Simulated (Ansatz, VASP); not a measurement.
## Cross-check of Be2Ge between VASP and Ansatz

Wanted: the spread between two codes on one cell, functional and k mesh. The cell is generated by rule, not measured, and may not be a known phase. The cell is taken from a series of runs on this material, whose earlier steps may have relaxed, scaled, displaced or heated it; both programs get it as it stands.

Calculated with Ansatz 0.2.0; plane waves, with VASP 6.6.1 beside it; relaxation of cell and atoms at PBEsol.

The structure was built from a prototype and need not be the compound's stable phase.

## 1. The starting structure

It takes space group Fm-3m (No. 225, cubic). The conventional cell has a = 5.332 Å, b = 5.332 Å, c = 5.332 Å, α = 90.00°, β = 90.00°, γ = 90.00°. Nearest to Ge lie 8 Be at 2.31 Å. Nearest to Be lie 4 Ge at 2.31 Å. Farther neighbours are not listed.

Coordinates:

```cif
data_structure
_symmetry_space_group_name_H-M 'P 1'
_symmetry_Int_Tables_number 1
_cell_length_a 3.7700
_cell_length_b 3.7700
_cell_length_c 3.7700
_cell_angle_alpha 60.000
_cell_angle_beta 60.000
_cell_angle_gamma 60.000
_cell_volume 37.89
loop_
_atom_site_label
_atom_site_type_symbol
_atom_site_fract_x
_atom_site_fract_y
_atom_site_fract_z
_atom_site_occupancy
Ge1 Ge 0.00000 0.00000 0.00000 1
Be2 Be 0.25000 0.25000 0.25000 1
Be3 Be 0.75000 0.75000 0.75000 1
```

## 2. VASP: relaxation of cell and atoms, PBEsol, pair 1

The relaxed volume is the usual yardstick between codes: in a stiff, nearly cubic crystal its relative difference is about their pressure difference at one cell divided by the bulk modulus.

Lines of VASP's logs that name or quote its potential files are left out, and so is its time.

File INCAR:

```
SYSTEM = Be2Ge
PREC = Accurate
ENCUT = 600
EDIFF = 1E-07
NELM = 120
ISMEAR = 1
SIGMA = 0.15
LREAL = .FALSE.
ALGO = Normal
GGA = PS
NBANDS = 15
LORBIT = 11
LWAVE = .FALSE.
LCHARG = .FALSE.
ISIF = 3
IBRION = 2
NSW = 80
EDIFFG = -0.005
LASPH = .TRUE.
GGA_COMPAT = .FALSE.
NELMIN = 4
KPAR = 2
```

File POSCAR:

```
Be2Ge
1.0
    0.0000000000      2.6658020000      2.6658020000
    2.6658020000      0.0000000000      2.6658020000
    2.6658020000      2.6658020000      0.0000000000
Ge Be
1 2
Direct
    0.0000000000      0.0000000000      0.0000000000
    0.2500000000      0.2500000000      0.2500000000
    0.7500000000      0.7500000000      0.7500000000
```

File KPOINTS:

```
Automatic mesh
0
Gamma
12 12 12
0 0 0
```

PAW data sets: Ge_d and Be (PBE family, release 64).

On the command line:

```sh
$ mpirun -np 2 vasp_std
```

Numbers of over 12 decimals in the logs are rounded to 6 here.

What it wrote:

```text
[banner, memory and clock lines left out]
running    2 mpi-ranks, on    1 nodes
 distrk:  each k-point on    1 cores,    2 groups
 distr:  one band on    1 cores,    1 groups

 POSCAR found type information on POSCAR GeBe
 POSCAR found :  2 types and       3 ions
|                                                                             |
|               ----> ADVICE to this user running VASP <----                  |
|                                                                             |
|     You enforced a specific xc type in the INCAR file but a different       |
|     [... a line on the potential file left out ...]
|     I HOPE YOU KNOW WHAT YOU ARE DOING!                                     |
|                                                                             |

 LDA part: xc-table for (Slater+PW92), standard interpolation
 POSCAR, INCAR and KPOINTS ok, starting setup
 FFT: planning ... GRIDC
 FFT: planning ... GRID_SOFT
 FFT: planning ... GRID
 WAVECAR not read
 entering main loop
       N       E                     dE             d eps       ncg     rms          rms(c)
DAV:   1     0.875110666607E+02    0.87511E+02   -0.98883E+03  2289   0.279E+03
DAV:   2    -0.176534456487E+01   -0.89276E+02   -0.86053E+02  2244   0.487E+02
DAV:   3    -0.121959182482E+02   -0.10431E+02   -0.10344E+02  2909   0.988E+01
DAV:   4    -0.124275959633E+02   -0.23168E+00   -0.23164E+00  2440   0.166E+01
DAV:   5    -0.124312065182E+02   -0.36106E-02   -0.36105E-02  2945   0.238E+00    0.324E+00
DAV:   6    -0.123275471950E+02    0.10366E+00   -0.33827E-02  2646   0.287E+00    0.182E+00
DAV:   7    -0.122791589921E+02    0.48388E-01   -0.47534E-02  2744   0.270E+00    0.194E-01
DAV:   8    -0.122790951329E+02    0.63859E-04   -0.30521E-03  2826   0.922E-01    0.457E-02
DAV:   9    -0.122790871790E+02    0.79540E-05   -0.24331E-04  2933   0.237E-01    0.142E-02
DAV:  10    -0.122790900227E+02   -0.28437E-05   -0.12304E-05  2762   0.546E-02    0.939E-03
DAV:  11    -0.122790913938E+02   -0.13712E-05   -0.32918E-06  2580   0.157E-02    0.273E-03
DAV:  12    -0.122790912590E+02    0.13482E-06   -0.18983E-07  2123   0.840E-03    0.164E-03
DAV:  13    -0.122790911607E+02    0.98289E-07   -0.65693E-08  1731   0.291E-03
   1 F= -.12279091E+02 E0= -.12279144E+02  d E =-.122791E+02
 curvature:   0.00 expect dE= 0.000E+00 dE for cont linesearch  0.000E+00
 trial: gam= 0.00000 g(F)=  0.103E-45 g(S)=  0.554E-04 ort = 0.000E+00 (trialstep = 0.100E+01)
 search vector abs. value=  0.554E-04
 bond charge predicted
       N       E                     dE             d eps       ncg     rms          rms(c)
DAV:   1    -0.122795577643E+02   -0.46651E-03   -0.54148E-03  2755   0.147E+00    0.120E-01
DAV:   2    -0.122792206737E+02    0.33709E-03   -0.48781E-04  2727   0.455E-01    0.592E-02
DAV:   3    -0.122791275354E+02    0.93138E-04   -0.10699E-04  2804   0.184E-01    0.179E-02
DAV:   4    -0.122791165778E+02    0.10958E-04   -0.10376E-05  2699   0.517E-02    0.607E-03
DAV:   5    -0.122791162590E+02    0.31882E-06   -0.23682E-07  2720   0.589E-03    0.225E-03
DAV:   6    -0.122791161909E+02    0.68121E-07   -0.27686E-08  1388   0.330E-03
   2 F= -.12279116E+02 E0= -.12279168E+02  d E =-.250301E-04
 trial-energy change:   -0.000025  1 .order   -0.000026   -0.000055    0.000004
 step:   0.9305(harm=  0.9354)  dis= 0.00000  next Energy=   -12.279116 (dE=-0.252E-04)
 reached required accuracy - stopping structural energy minimisation
```

OUTCAR, selected parts (step 2):

```text
ion  position               nearest neighbor table
   1  0.000  0.000  0.000-   3 2.31   3 2.31   3 2.31   2 2.31   3 2.31   2 2.31   2 2.31   2 2.31

  LATTYP: Found a face centered cubic cell.
 ALAT       =     5.3316040000

 Subroutine GETGRP returns: Found 48 space group operations
 (whereof 48 operations were pure point group operations)

The static configuration has the point symmetry O_h .

 Found     72 irreducible k-points:

   k-points           NKPTS =     72   k-points in BZ     NKDIM =     72   number of bands    NBANDS=     15

   dimension x,y,z NGX =    30 NGY =   30 NGZ =   30
   dimension x,y,z NGXF=    60 NGYF=   60 NGZF=   60

   ENCUT  =  600.0 eV  44.10 Ry    6.64 a.u.   7.53  7.53  7.53*2*pi/ulx,y,z

   NELECT =      18.0000    total number of electrons

 k-points in reciprocal lattice and weights: Automatic mesh
   0.00000000  0.00000000  0.00000000       0.001
   0.08333333  0.00000000  0.00000000       0.005
   0.16666667  0.00000000  0.00000000       0.005
   0.25000000  0.00000000  0.00000000       0.005
   0.33333333  0.00000000  0.00000000       0.005
   0.41666667  0.00000000  0.00000000       0.005
   0.50000000  0.00000000  0.00000000       0.002
   0.08333333  0.08333333  0.00000000       0.003
   0.16666667  0.08333333  0.00000000       0.014
[...]
-0.33333333  0.50000000  0.16666667       0.007
  -0.25000000  0.50000000  0.25000000       0.003

 average (electrostatic) potential at core
       1 -72.4723       2 -34.5922       3 -34.5922

 E-fermi :   6.6573

 k-point     1 :       0.0000    0.0000    0.0000
  band No.  band energies     occupation
    ...
      2     -18.1537      2.00000
      3     -18.1537      2.00000
      4     -18.1035      2.00000
      5     -18.1035      2.00000
      6      -6.2814      2.00000
      7       7.1593     -0.00002
      8       7.1593     -0.00002
      9       7.1593     -0.00002
     10       7.3086     -0.00000
     11       7.3086     -0.00000
    ...

 k-point     2 :       0.0833    0.0000    0.0000
  band No.  band energies     occupation
    ...
      5     -18.1035      2.00000
      6      -6.1932      2.00000
      7       5.5475      2.00000
      8       6.5204      2.02705
      9       6.5204      2.02705
     10       7.9824     -0.00000
     11       7.9824     -0.00000
     12       8.3555     -0.00000
     13      11.5449      0.00000
     14      12.9648      0.00000
    ...

 k-point     3 :       0.1667    0.0000    0.0000
  band No.  band energies     occupation
    ...
      5     -18.1034      2.00000
      6      -5.9312      2.00000
      7       3.7557      2.00000
      8       5.9276      2.00000
      9       5.9276      2.00000
     10       8.5503     -0.00000
     11       8.5503     -0.00000
     12       8.7556     -0.00000
     13      12.2009      0.00000
     14      12.5923      0.00000
    ...

  Total       -0.0023399     -0.0023399     -0.0023399      0.0000000      0.0000000     -0.0000000
  in kB       -0.0987842     -0.0987842     -0.0987842      0.0000000      0.0000000     -0.0000000
  external PRESSURE =      -0.0987842 kB  Pullay stress =       0.0000000 kB

  energy-cutoff  :      600.00
  volume of cell :       37.95
      direct lattice vectors                 reciprocal lattice vectors
    -0.000000000  2.667254331  2.667254331    -0.187458689  0.187458689  0.187458689
     2.667254331 -0.000000000  2.667254331     0.187458689 -0.187458689  0.187458689
     2.667254331  2.667254331  0.000000000     0.187458689  0.187458689 -0.187458689

 POSITION                                       TOTAL-FORCE (eV/Angst)
 -----------------------------------------------------------------------------------
     -0.00000      2.66725      2.66725         0.000000     -0.000000      0.000000
      1.33363      1.33363      1.33363        -0.000000     -0.000000     -0.000000
      4.00088      4.00088      4.00088         0.000000      0.000000      0.000000
 -----------------------------------------------------------------------------------
    total drift:                                0.000000      0.000000      0.000000

  FREE ENERGIE OF THE ION-ELECTRON SYSTEM (eV)
  ---------------------------------------------------
  free  energy   TOTEN  =       -12.2791161909 eV

  energy  without entropy=      -12.2792710634  energy(sigma->0) =      -12.27916782

 reached required accuracy - stopping structural energy minimisation

 total charge
# of ion       s       p       d       tot
------------------------------------------
    1        1.083   1.585  10.004  12.671
    2        0.364   0.594   0.000   0.958
    3        0.364   0.594   0.000   0.958
--------------------------------------------------
tot          1.811   2.773  10.004  14.588

[... 3 further parts left out ...]
```

CONTCAR:

```
Be2Ge
   1.00000000000000
    -0.0000000000000000    2.6672543308537970    2.6672543308537970
     2.6672543308537970   -0.0000000000000000    2.6672543308537970
     2.6672543308537970    2.6672543308537970    0.0000000000000000
  Ge              Be
     1     2
Direct
     1.0000000000000000    0.0000000000000000    0.0000000000000000
     0.2500000000000000    0.2500000000000000    0.2500000000000000
     0.7500000000000000    0.7500000000000000    0.7500000000000000
```

The run keeps the 48 symmetry operations of its start, so it cannot find a distortion of lower symmetry.

## 3. Ansatz: relaxation of cell and atoms, PBEsol, pair 1

Ansatz runs on its default PAW (the set named soft_2) files.

The same cell, functional, mesh and smearing now go to Ansatz, which takes its cutoff from its data sets.

File input.yaml:

```yaml
crystal:
  lattice:
    - [0.0, 2.6658020919, 2.6658020919]
    - [2.6658020919, 0.0, 2.6658020919]
    - [2.6658020919, 2.6658020919, 0.0]
  atoms:
    - { symbol: Ge, position: [0.0, 0.0, 0.0] }
    - { symbol: Be, position: [0.25, 0.25, 0.25] }
    - { symbol: Be, position: [0.75, 0.75, 0.75] }
kpoints:
  mp_grid: { grid: [12, 12, 12] }
hamiltonian:
  xc: pbesol
scf:
  occupations: { method: methfessel_paxton, width: 0.15 }
output:
  forces: true
  stress: true
  eigenvalues: true
relax:
  adjacent_minimum: "off"
  f_tol: 0.001
  max_steps: 60
  cell: { stress_tol: 0.01 }
```

On the command line:

```sh
$ ansatz run input.yaml --threads 4 --pin off --max-ram 7168MiB --backend cpu --events-out ev --progress --plain --runs-dir out
```

What it wrote:

```text
Engine: ansatz 0.2.0, x86_64-unknown-linux-gnu
Pseudopotentials: kind: paw
Pseudopotential: Ge, paw, valence charge 14, recommended cutoff 420 eV (normal), Ge.paw.azcp
Pseudopotential: Be, paw, valence charge 2, recommended cutoff 420 eV (normal), Be.paw.azcp
Functional definition: PBEsol
  exchange = pbesol_x
  correlation = pbesol_c
Crystal: 3 atoms, lattice volume = 37.889 Å³
Basis set: ecut = 420 eV, 725 PW (Γ), exchange–correlation on 54×54×54 points (8 copies of the dense FFT grid, shifted against one another)
Bands: 13, of which v1, the nominal top of the filled ones, is band 9 counted from 1 (8 counted from 0)
Symmetry: 48 space group operations
Space group: Fm-3m (ITA 225), of the structure as read, at distance tolerance 3.4e-5 Å
k-points: 72 of 1728
Non-local potential: Ge, projectors of the file, l = 0: 2, l = 1: 2, l = 2: 3, l = 3: 1
Non-local potential: Be, projectors of the file, l = 0: 2, l = 1: 2, l = 2: 1
PAW form: soft (Blöchl's): semilocal exchange-correlation on the pseudo side does not see the compensation charge
PAW frozen core: Ge, regenerated for the run's functional, and the local potential with it (the file was generated under x = pbe(κ = 0.804, μ = 0.219515), c = pbe(β = 0.066725))
PAW frozen core: Be, regenerated for the run's functional, and the local potential with it (the file was generated under x = pbe(κ = 0.804, μ = 0.219515), c = pbe(β = 0.066725))
PAW one-centre angular grid: Ge, 590 points (default); XC on 64 Gauss nodes
PAW one-centre angular grid: Be, 110 points (default); XC on 64 Gauss nodes
Initial density: superposition of atomic densities (neutral atoms: chi_scale 0, normalization atom), corrected by the library's trained network
Initial wavefunctions: pseudopotential atomic-orbital guess
Functional: x = pbesol(κ = 0.804, μ = 0.123457), c = pbesol(β = 0.046)
SCF iter   1: F=—  HF=-4433.541617 eV  |F-HF|=—  |Δ(HF+E_count)|=         —  Δρ=2.45e-3  dr2=3.02e-3  ethr=1.77e-3  ⟨swp⟩=5.2  Hψ=5228  notcnv=0
preconditioner: auto → Kerker (q_TF=auto, 2.410 Å⁻¹)  [metal: Δε(μ)=0.036 eV  Ē_g=19.914 eV  σ=0.150 eV  W_gap=0.20  n_scr=14 (ndim 8)  ℏωp=25.6 eV  f_vac=0.002  D(μ)=0.26/eV (n_scr^D=0)]
SCF iter   2: F=—  HF=-4433.540968 eV  |F-HF|=—  |Δ(HF+E_count)|=   6.50e-4  S|Δr|=    0.00e0  Δρ=1.85e-3  dr2=1.74e-3  ethr=1.68e-5  ⟨swp⟩=1.0  Hψ=1514  notcnv=0
SCF iter   3: F=—  HF=-4433.541204 eV  |F-HF|=—  |Δ(HF+E_count)|=   2.37e-4  S|Δr|=    0.00e0  Δρ=1.02e-3  dr2=2.76e-4  ethr=9.68e-6  ⟨swp⟩=2.9  Hψ=1582  notcnv=0
SCF iter   4: F=—  HF=-4433.541048 eV  |F-HF|=—  |Δ(HF+E_count)|=   1.56e-4  S|Δr|=    0.00e0  Δρ=4.68e-4  dr2=6.91e-5  ethr=1.54e-6  ⟨swp⟩=2.0  Hψ=1301  notcnv=0
SCF iter   5: F=—  HF=-4433.541073 eV  |F-HF|=—  |Δ(HF+E_count)|=   2.49e-5  S|Δr|=    0.00e0  Δρ=2.79e-4  dr2=1.22e-5  ethr=3.84e-7  ⟨swp⟩=1.3  Hψ=978  notcnv=0
SCF iter   6: F=—  HF=-4433.541067 eV  |F-HF|=—  |Δ(HF+E_count)|=   5.91e-6  S|Δr|=    0.00e0  Δρ=2.42e-5  dr2=1.28e-7  ethr=6.80e-8  ⟨swp⟩=2.1  Hψ=1383  notcnv=0
SCF iter   7: F=-4433.541067 eV  HF=-4433.541067 eV  |F-HF|=3.00e-10  |Δ(HF+E_count)|=   5.47e-8  S|Δr|=    0.00e0  Δρ=2.11e-6  dr2=1.07e-9  ethr=5.56e-10  ⟨swp⟩=4.2  Hψ=3321  notcnv=0
SCF 1 converged in 7 iterations: F = -4433.541067 eV  dr2 = 1.07e-9
  greatest PAW one-centre occupation: 0.998 electrons in one spin orbital (limit 2), on the Ge atom at site 0 (counted from 0), in its partial waves of l = 2
relax step   1: F+E_penalty+E_count = -4433.54106674 eV  Δ(F+E_penalty+E_count) = +0.000e0 eV  max|allowed force component| = 1.850e-17 eV/Å  Δτ_max = 0.0000 Å  P = -0.009 GPa  Ω = 37.889 Å³  (7 SCF iters, dr2 threshold 1.00e-7 eV, accepted)
Initial density: handed on by an earlier stage of this run
Initial wavefunctions: pseudopotential atomic-orbital guess (no wavefunctions were taken with the density)
iter 1 solved again at ethr=4.59e-7 eV; its pass at ethr=3.10e-3 eV (dr2=8.27e-5 eV) is discarded
SCF iter   1: F=—  HF=-4433.541060 eV  |F-HF|=—  |Δ(HF+E_count)|=         —  Δρ=2.91e-6  dr2=2.69e-9  ethr=4.59e-7  ⟨swp⟩=2.1  Hψ=7408  notcnv=0
eigensolver tolerance schedule: the retry pair's looser diagonalisation over-reported the residual by 30728.18 of it (diagonalisation noise at an unbounded share of the residual, at the tolerance the schedule requests for it); recorded, not acted on — ethr = c·dr2/N_el stays at c = 1.0e-1
preconditioner: auto → Kerker (q_TF=auto, 2.410 Å⁻¹)  [metal: Δε(μ)=0.036 eV  Ē_g=19.954 eV  σ=0.150 eV  W_gap=0.20  n_scr=14 (ndim 8)  ℏωp=25.6 eV  f_vac=0.000  D(μ)=0.26/eV (n_scr^D=0)]
SCF iter   2: F=—  HF=-4433.541067 eV  |F-HF|=—  |Δ(HF+E_count)|=   6.59e-6  S|Δr|=    0.00e0  Δρ=8.12e-7  dr2=1.97e-10  ethr=1.50e-11  ⟨swp⟩=3.1  Hψ=1765  notcnv=0
SCF iter   3: F=—  HF=-4433.541067 eV  |F-HF|=—  |Δ(HF+E_count)|=  1.36e-11  S|Δr|=    0.00e0  Δρ=6.37e-7  dr2=9.84e-11  ethr=1.09e-12  ⟨swp⟩=2.1  Hψ=1415  notcnv=0
SCF iter   4: F=—  HF=-4433.541067 eV  |F-HF|=—  |Δ(HF+E_count)|=  7.91e-11  S|Δr|=    0.00e0  Δρ=2.51e-7  dr2=1.86e-11  ethr=1.00e-12  ⟨swp⟩=1.7  Hψ=988  notcnv=0
SCF iter   5: F=—  HF=-4433.541067 eV  |F-HF|=—  |Δ(HF+E_count)|=  9.09e-12  S|Δr|=    0.00e0  Δρ=7.45e-8  dr2=2.41e-12  ethr=1.00e-12  ⟨swp⟩=1.0  Hψ=937  notcnv=0
SCF iter   6: F=-4433.541067 eV  HF=-4433.541067 eV  |F-HF|=9.09e-13  |Δ(HF+E_count)|=    0.00e0  S|Δr|=    0.00e0  Δρ=1.90e-8  dr2=1.64e-13  ethr=1.00e-12  ⟨swp⟩=4.7  Hψ=2940  notcnv=0
SCF 2 converged in 6 iterations: F = -4433.541067 eV  dr2 = 1.64e-13
relax step   2: F+E_penalty+E_count = -4433.54106674 eV  Δ(F+E_penalty+E_count) = -4.684e-10 eV  max|allowed force component| = 1.850e-17 eV/Å  Δτ_max = 0.0000 Å  P = -0.009 GPa  Ω = 37.889 Å³  stress off target by 9.40e-3 GPa  SCF on the basis re-selected at this cell (its energy is not comparable with the rows above)  (6 SCF iters)
basis re-selected at this cell: Δ(F+E_penalty+E_count) = -4.684e-10 eV, ΔP = +0.000 GPa vs the last step (what re-selecting the basis moved, of the pressure what is left beyond the Pulay correction that the steps carried, after the strain that the cell walked since its last selection, with what the two solves' SCF thresholds leave and, on support functions, any second-order correction that the steps lacked; it is no  [...]
SCF converged after 6 iterations
Stability not checked: this state was not tested for a lower state beside it, because cold or Methfessel-Paxton smearing, or corrected tetrahedra, fill the levels in a way that the test cannot read (fill_not_monotonic; see scf.lower_state_search)
Free energy (F): -4433.541067 eV
Harris-Foulkes:  -4433.541067 eV  (|F-HF|=9.09e-13)
Internal energy: -4433.541219 eV  (E = F + TS)
E sigma→0 (E₀):  -4433.541105 eV
Entropy (-TS):   0.000152 eV (0.051 meV/atom)
Fermi energy:    9.255605 eV
--- Per-component energies (eV) ---
  E_band       = -128.682160
  E_kinetic    = 152.007698
  E_local      = -2537.576265  (includes V_loc(G=0)·N_el)
  E_nonlocal   = 430.137854
  E_hartree    = 1125.815508
  E_xc         = -114.081533
  E_vxc        = -106.304805  (∫ρ·V_xc dr)
  E_paw        = -2094.670622  (= ΣΔE_a)
  E_vpaw       = -318.577940  (= ΣTr[D̂ρ^β])
  E_aug_tail   = 0.000271  (compensation charges beyond the density's cutoff)
  E_ewald      = -1396.111129
  E_core_change = 0.936999  (= ΣΔE_core)
  E_smearing   = 0.000152  (= −TS)
  E_closure    = 0.000000  (closes the sum)
  Σ components = -4433.541067   (vs F -4433.541067, Δ=0.00e0)
--- Forces (eV/Å), atoms counted from 1 ---
  atom   1  Ge     0.00000000    -0.00000000    -0.00000000
  atom   2  Be     0.00000000     0.00000000    -0.00000000
  atom   3  Be    -0.00000000     0.00000000     0.00000000
  max |Σ_I F_I| component: 4.63e-17 eV/Å
--- Stress (GPa, compression-positive) ---
       -0.009404      -0.000000       0.000000
       -0.000000      -0.009404      -0.000000
       -0.000000      -0.000000      -0.009404
  P = ⅓ Tr σ = -0.0094 GPa (-0.094 kbar)
--- Band table (eV; the first three rows and the last of 72) ---
  k-point 0: bands = [... 5 lower, -3.6873, 9.7632, 9.7632, 9.7632, 9.9048, 9.9048, 9.9048, 13.7198]
  k-point 1: bands = [... 5 lower, -3.5991, 8.1478, 9.1209, 9.1209, 10.5817, 10.5817, 10.9555, 14.1589]
  k-point 2: bands = [... 5 lower, -3.3368, 6.3552, 8.5279, 8.5279, 11.1489, 11.1489, 11.3568, 14.8106]
  k-point 71: bands = [... 5 lower, -0.4422, 3.3587, 3.3587, 3.8997, 12.6874, 12.6874, 13.6172, 13.7864]
--- Relaxed structure (1 steps of the walk, 1 accepted, 1 SCFs on fresh bases) ---
  F+E_penalty+E_count = -4433.54106674 eV   max|allowed force component| = 1.850e-17 eV/Å   (the final SCF, on the basis selected at the relaxed cell)
  cell:  # Å, volume = 37.8890 Å³
    - [0.0, 2.6658020919, 2.6658020919]
    - [2.6658020919, 0.0, 2.6658020919]
    - [2.6658020919, 2.6658020919, 0.0]
  atoms:
    - { symbol: Ge, position: [0.0, 0.0, 0.0] }
    - { symbol: Be, position: [0.25, 0.25, 0.25] }
    - { symbol: Be, position: [0.75, 0.75, 0.75] }
```

## 4. Comparison

Known differences besides the potentials themselves: the cutoff is 420 eV in Ansatz and 600 eV in VASP; Ansatz makes its cores anew for this functional, VASP keeps those of its PBE data sets; Ansatz adds a Pulay correction to the stress that steers its cell, VASP none. Total energies have different zeros and are not compared.

The two programs side by side:

```tsv
quantity	Ansatz	VASP	difference
volume (Å³)	37.89	37.95	-0.16 %
edge a after relaxation, in the typed setting (Å)	3.770	3.772	-0.06 %
```

[end of part 1 of 2]

[Lines on the potential files, build, host, timing and source positions are cut from VASP's logs without a mark.]

[Logs are printed without paths, hosts, clocks, repeated set-up lines and the standing remarks that a program may print on its own settings, such as how far it seeks lower states.]

[Hosts, paths, dates, database ids (printed as entryN), source tags and the programs' standing remarks are cut or masked in the printed files.]
